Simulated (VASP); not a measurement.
Here is a VASP 6.6.1 calculation.

File INCAR:

```
  PREC = Accurate
  ENCUT = 520
  EDIFF = 1E-7
  ISMEAR = 0
  SIGMA = 0.03
  LREAL = F
  LASPH = T
  NELM = 120
  ALGO = Normal
  ISIF = 3
  LWAVE = F
  LCHARG = F
  GGA = PE
  IBRION = 2
  NSW = 60
  EDIFFG = -0.005
  POTIM = 0.3
  KPAR = 4
```

The input KPOINTS:

```
Automatic mesh
0
Gamma
  6 6 6
```

Contents of POSCAR:

```
Al3InN4                                 
1.0
    6.4634843359      0.0000000000      0.0000000000
   -3.2317421679      5.5975416335     -0.0000000000
    0.0000000000      0.0000000000      5.2291318988
  Al              In              N             
     6     2     8
Direct
     0.1624018928103242    0.3248037756206476    0.0002733955890643
     0.1624018928103242    0.8375981071896759    0.0002733955890643
     0.6751962243793526    0.8375981071896759    0.0002733955890643
     0.3248037756206476    0.1624018928103242    0.5002733955890643
     0.8375981071896758    0.1624018928103242    0.5002733955890643
     0.8375981071896759    0.6751962243793526    0.5002733955890643
     0.3333333300000021    0.6666666699999979    0.4992714232274627
     0.6666666699999979    0.3333333300000021    0.9992714232274627
     0.1531147339750409    0.3062294679500747    0.3650920062355976
     0.1531147339750408    0.8468852660249591    0.3650920062355976
     0.6937705320499254    0.8468852660249591    0.3650920062355976
     0.3333333300000021    0.6666666699999979    0.9194422212985507
     0.3062294679500746    0.1531147339750409    0.8650920062355976
     0.8468852660249592    0.1531147339750409    0.8650920062355976
     0.8468852660249591    0.6937705320499253    0.8650920062355976
     0.6666666699999979    0.3333333300000021    0.4194422212985507
```

Potentials or basis: VASP PAW PBE potentials, release 64 (Al, In_d, N).

Launch:

```sh
$ cat potpaw_PBE.64/Al/POTCAR potpaw_PBE.64/In_d/POTCAR potpaw_PBE.64/N/POTCAR > POTCAR
$ mpirun -np 4 vasp_std > vasp.out
```

Task: Estimate the band gap on the k mesh.

Result: 2.53 eV, direct.

Forces in eV/Å, atoms in the order of the input:
```
Al   0.000 -0.001 -0.001
Al  -0.001  0.001 -0.001
Al   0.001  0.001 -0.001
Al  -0.001 -0.001 -0.001
Al   0.001 -0.001 -0.001
Al   0.000  0.001 -0.001
In   0.000  0.000  0.002
In   0.000  0.000  0.002
N    0.000  0.002 -0.001
N    0.002 -0.001 -0.001
N   -0.002 -0.001 -0.001
N    0.000  0.000  0.004
N    0.002  0.001 -0.001
N   -0.002  0.001 -0.001
N    0.000 -0.002 -0.001
N    0.000  0.000  0.004
```

Caveat: spin-orbit coupling is left out, which moves the levels of the heavy elements. A hybrid or GW would open this gap; PBE tends to underestimate it.
